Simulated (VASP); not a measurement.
A convergence study with VASP on AlN (zinc blende): one setting is varied, all else stays as given below, so the limit is that of these other settings. Each run relaxes cell and ions from the cell shown.

```
AlN
1.0
    0.00000     2.19000     2.19000
    2.19000     0.00000     2.19000
    2.19000     2.19000     0.00000
Al N
1 1
Direct
  0.00000   0.00000   0.00000
  0.25000   0.25000   0.25000
```

Level of theory: PBE GGA, VASP's PBE PAW potentials (set 64) (plane waves; VASP). The tightest run used: 700 eV cut-off, 15×15×15 Γ-centred mesh, Gaussian smearing of 0.050 eV, potentials Al N.

Gaps are read on the run's mesh, which can miss a band edge.

The settings run are 2×2×2 mesh; 3×3×3 mesh; 4×4×4 mesh; 5×5×5 mesh; 6×6×6 mesh; 7×7×7 mesh; 8×8×8 mesh; 9×9×9 mesh; 10×10×10 mesh; 11×11×11 mesh; 12×12×12 mesh; 13×13×13 mesh; 14×14×14 mesh; 15×15×15 mesh. From which on does the relaxed volume stay within 0.02 Å³/atom of the tightest run?

From 3×3×3 mesh on: it is off by 0.019 there and by no more than 0.02 in any finer run, while 2×2×2 mesh is off by 0.236.
| setting | relaxed volume (Å³/atom) | E (eV/atom) | gap on the mesh (eV) | irreducible k-points | difference judged (Å³/atom) |
|---|---|---|---|---|---|
| 2×2×2 mesh | 10.885 | -6.7107 | 2.862 | 3 | 0.236 |
| 3×3×3 mesh | 10.668 | -7.3263 | 3.940 | 4 | 0.019 |
| 4×4×4 mesh | 10.651 | -7.4074 | 3.281 | 8 | 0.002 |
| 5×5×5 mesh | 10.649 | -7.4220 | 3.868 | 10 | 0.000 |
| 6×6×6 mesh | 10.649 | -7.4249 | 3.305 | 16 | 0.000 |
| 7×7×7 mesh | 10.649 | -7.4256 | 3.602 | 20 | 0.000 |
| 8×8×8 mesh | 10.649 | -7.4258 | 3.307 | 29 | 0.000 |
| 9×9×9 mesh | 10.649 | -7.4258 | 3.487 | 35 | 0.000 |
| 10×10×10 mesh | 10.649 | -7.4258 | 3.307 | 47 | 0.000 |
| 11×11×11 mesh | 10.649 | -7.4258 | 3.428 | 56 | 0.000 |
| 12×12×12 mesh | 10.649 | -7.4258 | 3.307 | 72 | 0.000 |
| 13×13×13 mesh | 10.649 | -7.4258 | 3.394 | 84 | 0.000 |
| 14×14×14 mesh | 10.649 | -7.4258 | 3.307 | 104 | 0.000 |
| 15×15×15 mesh | 10.649 | -7.4258 | 3.372 | 120 | 0.000 |

Left out are rungs that failed or repeat a setting and relaxations that didn't move; long series are thinned to 24 rows.

The compound is AlN in the zinc blende structure, a metastable form; wurtzite is the usual one.
